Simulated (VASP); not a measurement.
Computed with PBE GGA, VASP's PBE PAW potentials (set 64) (plane waves; VASP).

A VASP calculation is set up with these files.

**KPOINTS**
```
Automatic mesh
0
Gamma
10 10 10
0 0 0
```

### INCAR
```
! general
SYSTEM  = PmSe
PREC    = Accurate
ENCUT   = 400   ! plane-wave cut-off (eV)
LREAL   = .False.   ! projection in real space or not
LASPH   = .False.

! electronic loop
EDIFF   = 1E-6   ! SCF stop (eV)
NELM    = 100   ! most electronic steps
ALGO    = Normal
LMAXMIX = 6   ! l cut-off of mixed one-centre charges

! smearing
ISMEAR  = 1
SIGMA   = 0.1   ! width (eV)

! functional
GGA     = PE

! ions
ISIF    = 2

! output
LWAVE   = .False.
LCHARG  = .False.
```

POSCAR:
```
PmSe
1
    0.0000000000     2.9605400000     2.9605400000
    2.9605400000     0.0000000000     2.9605400000
    2.9605400000     2.9605400000     0.0000000000
Pm Se
1 1
Direct
  0.0000000000   0.0000000000   0.0000000000
  0.5000000000   0.5000000000   0.5000000000
```

POTCAR, in this order: Pm_3 Se (PBE.64 set). Program: vasp_std.

The 4f electrons are frozen in the core of the lanthanide potential, so 4f levels, which can set the real gap, and their magnetism are missing.

### Question
Predict the energy per atom (σ→0), band gap (on the k-mesh).

### Answer

```yaml
energy per atom (σ→0): -5.921 eV/atom
band gap (on the k-mesh): none (metal, semimetal or under 0.01 eV)
```

OSZICAR:
```
...
DAV:   4    -0.119263447004E+02   -0.31200E-01   -0.30459E-01  1376   0.423E+00
DAV:   5    -0.119267626525E+02   -0.41795E-03   -0.41780E-03  1392   0.447E-01    0.228E+01
DAV:   6    -0.118416286973E+02    0.85134E-01   -0.22253E-01  1356   0.256E+00    0.147E+01
DAV:   7    -0.118480974063E+02   -0.64687E-02   -0.10962E-01  1492   0.199E+00    0.557E-01
DAV:   8    -0.118428098612E+02    0.52875E-02   -0.27529E-02  1300   0.961E-01    0.174E-01
DAV:   9    -0.118429114810E+02   -0.10162E-03   -0.10696E-03  1392   0.248E-01    0.226E-01
DAV:  10    -0.118429109130E+02    0.56798E-06   -0.81953E-06  1376   0.219E-02
   1 F= -.11842911E+02 E0= -.11842764E+02  d E =-.441687E-03
```

The structure comes from a computed database's PmSe entry (Fm-3m); how it stands against other phases isn't given here. The cell was not relaxed at this level. The run is one of a series of settings (LASPH = .FALSE. against the base run), some of them coarse on purpose. The electron count is odd and the run is not spin-polarised, which forces a metal.
